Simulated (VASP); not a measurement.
CsCaH3:

```xyz
5
Lattice="4.6212 0.0000 0.0000 0.0000 4.6212 0.0000 0.0000 0.0000 4.6212" Properties=species:S:1:pos:R:3 pbc="T T T"
Cs    0.0000    0.0000    0.0000
Ca    2.3106    2.3106    2.3106
H     2.3106    0.0000    2.3106
H     0.0000    2.3106    2.3106
H     2.3106    2.3106    0.0000
```

The cell comes from a database or a generator and needn't be the stable form of this composition.

Base run:

```yaml
Program: VASP 6.6.1
Functional: LDA
Potentials_or_basis: VASP PAW LDA potentials, release 64 (Cs_sv, Ca_sv, H)
Cutoff: 520 eV
k_mesh: 4 × 4 × 4
Occupations: gaussian, width 0.01 eV
Spin: no spin polarisation
```

Its results: band gap on the k mesh 2.79 eV, direct; pressure -2.3 GPa.

**Question.** The run is repeated on the same cell with these changes: k mesh from 4 × 4 × 4 to 5 × 5 × 5; further incar settings from ALGO = Fast; EDIFF = 1e-07; NBANDS = 19 to ALGO = Normal; EDIFF = 1e-06; NBANDS = 19. What comes out?

**Answer.** Band gap on the k mesh 3.16 eV, direct; pressure -2.3 GPa.

Caveats: spin-orbit coupling is left out, which moves the levels of the heavy elements; an odd mesh through Γ misses points on the zone boundary, where band edges often lie (some runs).

Not every run made on this cell is shown here.
